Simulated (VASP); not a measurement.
A convergence study with VASP on PbTe (rock salt): one setting is varied, all else stays as given below, so the limit is that of these other settings. ε∞ is the independent-particle value.

```xyz
2
Lattice="0.0000 3.2300 3.2300 3.2300 0.0000 3.2300 3.2300 3.2300 0.0000" Properties=species:S:1:pos:R:3 pbc="T T T"
Te     3.2300     3.2300     3.2300
Pb     0.0000     0.0000     0.0000
```

Method: PBE GGA, VASP's PBE PAW potentials (set 64) (plane waves; VASP). The tightest run used: 550 eV cut-off, 6×6×6 Γ-centred mesh, Gaussian smearing of 0.050 eV, potentials Te Pb_d.

**Question.** The settings run are NBANDS = 11; NBANDS = 12; NBANDS = 14; NBANDS = 18; NBANDS = 26; NBANDS = 42; NBANDS = 74; NBANDS = 138. From which on does the mean ε∞ stay within 0.3  of the tightest run?

**Answer.** From NBANDS = 18 on: it is off by 0.16 there and by no more than 0.3 in any finer run, while NBANDS = 14 is off by 0.53.
```csv
setting,mean ε∞,bands,difference judged ()
NBANDS = 11,17.69,11,12.95
NBANDS = 12,26.18,12,4.46
NBANDS = 14,30.11,14,0.53
NBANDS = 18,30.48,18,0.16
NBANDS = 26,30.55,26,0.09
NBANDS = 42,30.60,42,0.04
NBANDS = 74,30.63,74,0.01
NBANDS = 138,30.64,138,0.00
```

Left out are rungs that failed or repeat a setting and relaxations that didn't move; long series are thinned to 24 rows.

The compound is PbTe in the rock salt structure. The cell was not relaxed at this level.
